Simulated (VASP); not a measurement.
Output of a VASP run:

**OSZICAR**
```
...
       N       E                     dE             d eps       ncg     rms          rms(c)
DAV:   1    -0.568805027200E+03    0.19668E-02   -0.13127E+00   944   0.282E+00    0.205E-01
RMM:   2    -0.568807212678E+03   -0.21855E-02   -0.23841E-02   928   0.364E-01    0.889E-02
RMM:   3    -0.568807327339E+03   -0.11466E-03   -0.19727E-03   929   0.110E-01    0.577E-02
RMM:   4    -0.568807301623E+03    0.25716E-04   -0.43778E-04   936   0.456E-02    0.345E-02
RMM:   5    -0.568807304856E+03   -0.32322E-05   -0.93930E-05   908   0.218E-02
  37 F= -.56880730E+03 E0= -.56879015E+03  d E =-.130289E-02  mag=     1.0000
       N       E                     dE             d eps       ncg     rms          rms(c)
DAV:   1    -0.568807074350E+03    0.22727E-03   -0.50562E-01   960   0.175E+00    0.118E-01
RMM:   2    -0.568807919872E+03   -0.84552E-03   -0.91230E-03   928   0.225E-01    0.538E-02
RMM:   3    -0.568807968365E+03   -0.48493E-04   -0.76244E-04   930   0.682E-02    0.365E-02
RMM:   4    -0.568807962016E+03    0.63488E-05   -0.16816E-04   932   0.278E-02    0.230E-02
RMM:   5    -0.568807961797E+03    0.21851E-06   -0.38856E-05   680   0.142E-02
  38 F= -.56880796E+03 E0= -.56879079E+03  d E =-.656942E-03  mag=     1.0000
       N       E                     dE             d eps       ncg     rms          rms(c)
DAV:   1    -0.568804971200E+03    0.29908E-02   -0.20413E+00   944   0.352E+00    0.235E-01
RMM:   2    -0.568808375531E+03   -0.34043E-02   -0.36761E-02   928   0.452E-01    0.107E-01
RMM:   3    -0.568808562386E+03   -0.18685E-03   -0.30109E-03   929   0.136E-01    0.720E-02
RMM:   4    -0.568808525727E+03    0.36659E-04   -0.65537E-04   937   0.554E-02    0.429E-02
RMM:   5    -0.568808526965E+03   -0.12382E-05   -0.14306E-04   926   0.277E-02    0.199E-02
RMM:   6    -0.568808532407E+03   -0.54421E-05   -0.47342E-05   701   0.135E-02
  39 F= -.56880853E+03 E0= -.56879135E+03  d E =-.122755E-02  mag=     1.0000
       N       E                     dE             d eps       ncg     rms          rms(c)
DAV:   1    -0.568808843116E+03   -0.31615E-03   -0.94367E-02  1088   0.760E-01    0.727E-02
RMM:   2    -0.568809007520E+03   -0.16440E-03   -0.18383E-03   928   0.102E-01    0.309E-02
RMM:   3    -0.568809011445E+03   -0.39247E-05   -0.15336E-04   928   0.310E-02    0.198E-02
RMM:   4    -0.568809009784E+03    0.16608E-05   -0.37532E-05   662   0.130E-02
  40 F= -.56880901E+03 E0= -.56879180E+03  d E =-.477377E-03  mag=     1.0000
       N       E                     dE             d eps       ncg     rms          rms(c)
DAV:   1    -0.568808976853E+03    0.34592E-04   -0.15065E-01   992   0.959E-01    0.911E-02
RMM:   2    -0.568809227661E+03   -0.25081E-03   -0.28519E-03   928   0.127E-01    0.395E-02
RMM:   3    -0.568809230513E+03   -0.28516E-05   -0.23777E-04   928   0.386E-02    0.246E-02
RMM:   4    -0.568809226609E+03    0.39044E-05   -0.61179E-05   828   0.168E-02
  41 F= -.56880923E+03 E0= -.56879199E+03  d E =-.694202E-03  mag=     1.0000
       N       E                     dE             d eps       ncg     rms          rms(c)
DAV:   1    -0.568809395921E+03   -0.16541E-03   -0.72008E-02   960   0.663E-01    0.710E-02
RMM:   2    -0.568809506392E+03   -0.11047E-03   -0.13462E-03   928   0.872E-02    0.301E-02
RMM:   3    -0.568809508722E+03   -0.23298E-05   -0.11846E-04   928   0.270E-02    0.170E-02
RMM:   4    -0.568809507096E+03    0.16263E-05   -0.27232E-05   599   0.112E-02
  42 F= -.56880951E+03 E0= -.56879227E+03  d E =-.280487E-03  mag=     1.0000
```

**OUTCAR**
```
------------------------ aborting loop because EDIFF is reached ----------------------------------------
  FORCE on cell =-STRESS in cart. coord.  units (eV):
  Direction    XX          YY          ZZ          XY          YZ          ZX
  --------------------------------------------------------------------------------------
  Total      -42.3898020    -39.5485117    -38.3810676     -1.9411731      0.4753939      0.7537833
  in kB      -71.2212453    -66.4474501    -64.4859683     -3.2614629      0.7987333      1.2664694
  external PRESSURE =     -67.3848879 kB  Pullay stress =       0.0000000 kB
  volume of cell :      953.59
      direct lattice vectors                 reciprocal lattice vectors
     5.005566415 -8.669895594  0.000000000     0.099888796 -0.057670821  0.000000000
     5.005566415  8.669895594  0.000000000     0.099888796  0.057670821  0.000000000
     0.000000000  0.000000000 10.986650669     0.000000000  0.000000000  0.091019550
 POSITION                                       TOTAL-FORCE (eV/Angst)
 -----------------------------------------------------------------------------------
      1.18837      2.02265      1.82252        -0.007410     -0.000917     -0.011202
      2.69525      0.00930      0.02269         0.003757     -0.009388      0.010549
      1.29841     -2.07408      3.71827        -0.019871      0.004930     -0.001518
      6.17147     -6.49858      7.35439         0.000629      0.002956      0.007893
      2.58056      0.07931      5.51943         0.010980     -0.001973     -0.005614
      1.20943     -2.00821      9.17560         0.000688     -0.002702      0.003854
      8.69488     -2.25384      1.87317         0.013682      0.017432      0.001020
      5.04357      4.40695     10.96044         0.006772      0.009865     -0.001610
      3.65671      2.33233      3.66065        -0.005056     -0.011961      0.015274
      3.73707      6.36832      7.34786        -0.006153     -0.002975      0.009037
      5.15681      4.31115      5.50616         0.002372     -0.006292      0.004077
      3.68279      2.28212      9.15937        -0.003020      0.001935     -0.015767
      3.87020     -2.26489      1.82744         0.008307      0.004685     -0.009599
      5.11893     -4.38954     10.96536        -0.005191     -0.002966      0.014153
      8.64938      2.17062      3.61539         0.001845      0.005328     -0.004695
      3.68012     -2.22583      7.33092         0.006309      0.012013      0.001219
      5.11051     -4.32205      5.45442         0.000328      0.005560     -0.015451
      8.63798      2.28110      9.13624        -0.000883     -0.005656     -0.003783
      6.14772      2.13720      1.80837         0.008734      0.001526      0.000808
      7.59969      0.03378     10.98338         0.002611     -0.000658     -0.001037
      6.14392      1.99822      7.30588        -0.005431      0.000552      0.004857
      7.52645     -0.15452      5.50129         0.001359      0.004283     -0.010935
      6.21828     -2.10438      9.15897         0.005086      0.001670     -0.016715
      1.75016      0.63412      1.19279         0.004557     -0.006609      0.005733
      3.54365      1.15515      4.77886         0.002269     -0.005072      0.004362
      2.54989     -2.46237      2.74827        -0.001620      0.000843     -0.006872
      3.65152     -1.13098      0.69143        -0.002648     -0.002819      0.005769
      1.61882     -0.65622      4.43162        -0.000372     -0.004550      0.015603
      2.21281      2.59299      2.95816         0.005238      0.003563     -0.006558
      1.61321      0.81696      6.58877        -0.012275     -0.005450     -0.010359
      3.63011      1.16151     10.34207         0.014472      0.001147      0.007917
      2.26709     -2.56079      8.06274         0.005656      0.002538     -0.001062
      3.52077     -0.99370      6.28675         0.000249      0.004291      0.002777
      1.75669     -0.63405      9.84340         0.003344      0.007272      0.001246
      2.19859      2.53666      8.54774         0.005739     -0.003200     -0.006914
      3.98731      5.04928      1.04571         0.006924      0.007983      0.005287
      6.12778      5.42045      4.81866         0.011361     -0.008453     -0.003084
      4.73132      1.84004      2.54204        -0.004722     -0.006318     -0.002524
      5.99678      3.34704      0.74159         0.006719      0.006415      0.004297
      4.15515      3.71121      4.36551        -0.006993     -0.003121     -0.000928
      4.94529      6.75837      2.84170        -0.005061      0.002703      0.004230
      4.26969      4.98284      6.69310        -0.000612      0.003954      0.003349
      6.01404      5.55584     10.35056         0.003111      0.002397     -0.000553
      4.67807      1.76834      7.97420        -0.002526     -0.009110     -0.004804
      6.07740      3.12969      6.13589         0.007354     -0.009424     -0.000122
      4.20631      3.69282      9.77234         0.000381     -0.004584      0.003996
      4.78376      6.94685      8.45257         0.005000      0.005407     -0.004829
      4.22520     -3.69665      1.15635        -0.002518      0.008757     -0.000181
      5.97003     -3.27504      4.53862        -0.006140     -0.000810      0.006887
      4.74986     -6.93469      2.51476         0.001579     -0.009364      0.007401
      6.04977     -5.54493      0.63456        -0.000322     -0.002195     -0.006641
      4.18321     -5.23986      4.48987        -0.008083      0.003954     -0.004957
      5.11534     -1.80466      2.79889        -0.015920      0.009387     -0.010489
      4.15086     -3.53797      6.49446        -0.014206     -0.001993     -0.002973
      6.08009     -3.27559     10.27901         0.005858     -0.010583     -0.010188
      4.68890     -6.76404      7.95859        -0.004221     -0.002846     -0.002498
...
```
(Selected blocks of OUTCAR.)

**POSCAR**
```
BO48Si23
1
    5.0055664148    -8.6698955938     0.0000000000
    5.0055664148     8.6698955938     0.0000000000
    0.0000000000     0.0000000000    10.9866506686
Si O B
23 48 1
Direct
  0.0003019013   0.2365342579   0.1660624665
  0.2663973398   0.2658732381   0.0017481015
  0.2444748783   0.0076750254   0.3382048159
  0.9953512189   0.2438455251   0.6666239385
  0.2562646309   0.2631691456   0.5015931417
  0.2384332891   0.0012288345   0.8342262404
  0.9976725368   0.7359376664   0.1711736542
  0.2515818810   0.7559849244   0.0003662246
  0.2331818003   0.4996680535   0.3333743090
  0.0026484025   0.7382541880   0.6679206864
  0.2639229664   0.7631726957   0.5010642331
  0.2372719573   0.4999174027   0.8334737132
  0.5131325914   0.2521265819   0.1683883513
  0.7636728214   0.2608047016   0.9992061001
  0.7368095408   0.9916753803   0.3287220398
  0.4973168161   0.2379615839   0.6673818119
  0.7611254526   0.2632127075   0.4958894215
  0.7373025937   0.9983414854   0.8327756833
  0.4928133553   0.7360991841   0.1653813555
  0.7593013478   0.7614583983   0.9996506039
  0.5006877648   0.7336969167   0.6651161403
  0.7607716476   0.7469340517   0.4985358149
  0.7384344754   0.4995443219   0.8334392841
  0.1325238279   0.2091025713   0.1051628552
  0.2907174141   0.4234484362   0.4371877652
  0.3902263816   0.1040458069   0.2470450699
  0.4268279196   0.2995419483   0.0667513342
  0.1996639375   0.1269792864   0.4000821299
  0.0730459461   0.3684052962   0.2717712224
  0.1194734636   0.2086658303   0.6013183897
  0.2941714290   0.4236988256   0.9373899248
  0.3756771753   0.0762037916   0.7327747647
  0.4123815946   0.2913839739   0.5687874985
  0.2133582917   0.1334159911   0.8976366571
  0.0760621402   0.3729750902   0.7718281749
  0.1129930686   0.6917041253   0.1009663901
  0.2940661000   0.9242126590   0.4405916579
  0.3667901088   0.5757366133   0.2294757475
  0.4109293602   0.7911406290   0.0656974077
  0.2049866857   0.6311553782   0.3953889828
  0.0952909124   0.8797103623   0.2627798530
  0.1322925778   0.7070722709   0.6065671579
  0.2828008392   0.9168495969   0.9400425495
  0.3703175482   0.5760518942   0.7295611538
  0.4239714645   0.7911089711   0.5617407279
  0.2029613773   0.6268454853   0.8950982054
  0.0783572844   0.8759534520   0.7685643467
  0.6315065677   0.2075558877   0.1044057952
  0.7864196209   0.4133594865   0.4173189488
  0.8697307627   0.0749935299   0.2262029118
  0.9242117355   0.2922816043   0.0608936661
  0.7156311762   0.1193818467   0.4044822877
  0.6092207509   0.3986690273   0.2607548143
  0.6246928261   0.2127385293   0.5949876547
  0.7929072011   0.4197648448   0.9360944852
  0.8662070256   0.0829660458   0.7271697408
  0.9204784941   0.3074671620   0.5661672070
  0.7020786957   0.1232152295   0.8986199076
  0.5790132844   0.3717362317   0.7698289350
  0.6207528019   0.7080516804   0.0980926298
  0.7865703372   0.8953349670   0.4199596860
  0.8723930437   0.5854950998   0.2493220247
  0.9118623632   0.7865187312   0.0719998455
  0.7103210024   0.6004086633   0.4062215428
  0.5726350769   0.8719523283   0.2671176478
  0.6271254060   0.6996318486   0.6002706245
  0.7997861554   0.9234363726   0.9342204337
  0.8730543365   0.5788239545   0.7308893062
  0.9236975502   0.7911726131   0.5625165626
  0.7077594341   0.6281321738   0.8968122219
  0.5802842726   0.8660017768   0.7692880362
  0.7452340211   0.4995928092   0.3334769860
```

Question: Write an INCAR and KPOINTS that could have produced this output.

Answer: Several could match; the one computed here: the input of the run itself, PBE GGA, plane waves, VASP's PBE PAW potentials (set 64).

### KPOINTS
```
Automatic mesh
0
Gamma
1 1 1
0 0 0
```

INCAR:
```
NSW = 120   ! most ionic steps
SIGMA = 0.05
SYSTEM = BO48Si23
EDIFF = 1E-5   ! SCF stop (eV)
ISMEAR = 0
EDIFFG = -0.03   ! ionic stop
LCHARG = .False.
ISPIN = 2
LASPH = .True.   ! aspherical one-centre terms
GGA = PE   ! PBE
ALGO = Fast   ! Davidson, then RMM-DIIS
ENCUT = 400   ! plane-wave cut-off (eV)
PREC = Normal
NELECT = 381.0
LWAVE = .False.
ISYM = 0
IBRION = 2
NELM = 100   ! most electronic steps
LREAL = Auto
MAGMOM = 72*0.0139
NELMIN = 4
LORBIT = 10
ISIF = 2   ! forces and stress, cell fixed
NUPDOWN = 1
```

POTCAR, in this order: Si O B (PBE.64 set). Program: vasp_gam.

At this cut-off the stress carries a Pulay error, which pulls relaxed volumes low. The cell is charged, with a uniform compensating background. The supercell is sampled at Γ alone, which is coarse: total energies, pressure and levels can be off, energies of defects by several tenths of an eV.

The cell is a supercell with a defect, built from SiO2 (quartz): B_Si, charge +2.
